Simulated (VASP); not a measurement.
Consider the following.

```xyz
1
Lattice="2.9644 0.0000 0.0000 0.0000 2.9644 0.0000 0.0000 0.0000 2.9644" Properties=species:S:1:pos:R:3 pbc="T T T"
Mg     0.0000     0.0000     0.0000
```

Level of theory: r2SCAN meta-GGA, VASP's PBE PAW potentials (set 64) (plane waves; VASP). Numerical set-up: 400 eV cut-off, 11×11×11 Γ-centred mesh, first-order Methfessel-Paxton smearing of 0.10 eV, potentials Mg.

Energy and stress use the plane-wave basis of the starting cell.

Problem. The ions, cell shape and volume are relaxed. Give the cell that the relaxation ends in.

Solution. 
```xyz
1
Lattice="2.9870 0.0000 0.0000 0.0000 2.9870 0.0000 0.0000 0.0000 2.9870" Properties=species:S:1:pos:R:3 pbc="T T T"
Mg     0.0000     0.0000     0.0000
```
Space group Pm-3m (221), at a tolerance of 0.03 Å.

Problem. How do energy and volume change from the first to the last step?

Solution. The energy (σ→0) changes by -1.1 meV/atom and the volume by +2.3 %, in 4 ionic steps.

The structure was generated: Mg was put into the simple-cubic type (Pm-3m), which need not be its known phase. This run relaxes it. Symmetry was kept, so distortions that lower it aren't found.
